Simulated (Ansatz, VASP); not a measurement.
# One calculation of TaBi, two programs

```
Ta Bi
1.0
     0.00000    2.80237    2.80237
     2.80237    0.00000    2.80237
     2.80237    2.80237    0.00000
Ta Bi
1 1
Direct
  0.00000 0.00000 0.00000
  0.50000 0.50000 0.50000
```

Change from the starting cell: volume scaled by 0.95, LAPW.

Alike in both runs: task single point; functional LDA; k mesh 11 × 11 × 11; occupations fermi-dirac, width 0.08 eV; no spin polarisation.

|  | VASP | Ansatz |
| --- | --- | --- |
| version | VASP 6.6.1 | Ansatz 0.2.0 |
| potentials or method | VASP PAW LDA potentials, release 64 (Ta_pv, Bi_d), cutoff 520 eV | all-electron LAPW, scalar-relativistic |

```csv
,VASP,Ansatz,Ansatz less VASP
pressure (GPa),7.1,6.7,-0.41
```

Ansatz ran all-electron here, so the differences hold the error of VASP's frozen core and of both bases.
